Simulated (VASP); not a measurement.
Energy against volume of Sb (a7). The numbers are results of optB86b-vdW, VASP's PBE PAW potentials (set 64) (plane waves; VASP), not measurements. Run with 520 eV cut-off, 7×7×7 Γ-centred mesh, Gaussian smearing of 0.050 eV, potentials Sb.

Shape and ions are relaxed at each volume.

```csv
V (Å³/atom),E (eV/atom)
29.170,-2.27734
30.101,-2.28988
31.032,-2.29353
31.963,-2.29001
```

### Question
Fit these four points and predict the energy of the run at 32.894 Å³/atom.

### Answer
A cubic in V^(−2/3), the third-order Birch-Murnaghan form, passes through the four points with V0 = 31.01 Å³/atom and B0 = 41 GPa, and gives -2.2807 eV/atom there. The run gave -2.2808 eV/atom, -0.1 meV/atom from the fit; all five points give B0 = 41 GPa.

The compound is Sb in the a7 structure. It was relaxed first.
